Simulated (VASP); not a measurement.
Computed with r2SCAN meta-GGA, VASP's PBE PAW potentials (set 64) (plane waves; VASP).

The input files of a VASP run:

**KPOINTS**
```
Automatic mesh
0
Gamma
15 15 15
0 0 0
```

POSCAR:
```
Os
1
   -1.5365204375     1.5365204375     1.5365204375
    1.5365204375    -1.5365204375     1.5365204375
    1.5365204375     1.5365204375    -1.5365204375
Os
1
Direct
  0.0000000000   0.0000000000   0.0000000000
```

INCAR:
```
! general
SYSTEM   =  Os
PREC     =  Accurate
ENCUT    =  400
LREAL    =  .FALSE.
LASPH    =  .TRUE.

! electronic loop
EDIFF    =  1E-6
NELM     =  100
ALGO     =  Normal
LMAXMIX  =  6
LMIXTAU  =  .TRUE.

! smearing
ISMEAR   =  1
SIGMA    =  0.1

! functional
METAGGA  =  R2SCAN

! ions
IBRION   =  2
NSW      =  60
ISIF     =  3
EDIFFG   =  -0.01

! output
LWAVE    =  .FALSE.
LCHARG   =  .FALSE.
```

POTCAR, in this order: Os (PBE.64 set). Program: vasp_std.

What VASP printed:

### OSZICAR
```
       N       E                     dE             d eps       ncg     rms          rms(c)
DAV:   1    -0.210380505353E+02   -0.21038E+02   -0.38463E+03  2256   0.766E+02
DAV:   2    -0.527364148983E+02   -0.31698E+02   -0.30386E+02  1976   0.206E+02
DAV:   3    -0.534141638948E+02   -0.67775E+00   -0.67280E+00  2632   0.267E+01
DAV:   4    -0.534158950297E+02   -0.17311E-02   -0.17285E-02  2424   0.127E+00
DAV:   5    -0.534158970221E+02   -0.19924E-05   -0.19918E-05  2632   0.281E-02    0.159E+01
DAV:   6    -0.516370387626E+02    0.17789E+01   -0.10025E+00  2184   0.779E+00    0.714E+00
DAV:   7    -0.519059141346E+02   -0.26888E+00   -0.18837E-01  1968   0.535E+00    0.176E+00
DAV:   8    -0.519103284745E+02   -0.44143E-02   -0.78908E-02  1968   0.283E+00    0.412E-01
DAV:   9    -0.520698040567E+02   -0.15948E+00   -0.26687E-02  2200   0.139E+00    0.177E-01
DAV:  10    -0.520800400944E+02   -0.10236E-01   -0.79675E-04  2072   0.315E-01    0.701E-02
DAV:  11    -0.520802169627E+02   -0.17687E-03   -0.50044E-04  2112   0.277E-01    0.394E-02
DAV:  12    -0.520809249049E+02   -0.70794E-03   -0.13974E-04  1992   0.138E-01    0.144E-02
DAV:  13    -0.520810179371E+02   -0.93032E-04   -0.24165E-05  2080   0.479E-02    0.449E-03
DAV:  14    -0.520810190769E+02   -0.11398E-05   -0.22554E-06  2280   0.151E-02    0.548E-03
DAV:  15    -0.520810215534E+02   -0.24765E-05   -0.87070E-07  1040   0.932E-03    0.104E-03
DAV:  16    -0.520810213225E+02    0.23086E-06   -0.48386E-08  1032   0.339E-03
   1 F= -.52081021E+02 E0= -.52080679E+02  d E =-.520810E+02
```

OUTCAR:
```
------------------------ aborting loop because EDIFF is reached ----------------------------------------
  FORCE on cell =-STRESS in cart. coord.  units (eV):
  Direction    XX          YY          ZZ          XY          YZ          ZX
  --------------------------------------------------------------------------------------
  Total        0.0035456      0.0035456      0.0035456     -0.0000000      0.0000000     -0.0000000
  in kB        0.3914979      0.3914979      0.3914979     -0.0000000      0.0000000     -0.0000000
  external PRESSURE =       0.3914979 kB  Pullay stress =       0.0000000 kB
  volume of cell :       14.51
      direct lattice vectors                 reciprocal lattice vectors
    -1.536520437  1.536520437  1.536520437     0.000000000  0.325410576  0.325410576
     1.536520437 -1.536520437  1.536520437     0.325410576  0.000000000  0.325410576
     1.536520437  1.536520437 -1.536520437     0.325410576  0.325410576  0.000000000
 POSITION                                       TOTAL-FORCE (eV/Angst)
 -----------------------------------------------------------------------------------
      0.00000      0.00000      0.00000         0.000000     -0.000000      0.000000
 -----------------------------------------------------------------------------------
    total drift:                                0.000000      0.000000      0.000000
  FREE ENERGIE OF THE ION-ELECTRON SYSTEM (eV)
  ---------------------------------------------------
  free  energy   TOTEN  =       -52.0810213225 eV

  energy  without entropy=      -52.0799946507  energy(sigma->0) =      -52.08067910

 reached required accuracy - stopping structural energy minimisation
```
(Selected blocks of OUTCAR.)

The structure was generated: Os was put into the bcc type (Im-3m), which need not be its known phase. It was relaxed first. The start is the result of an earlier pass.
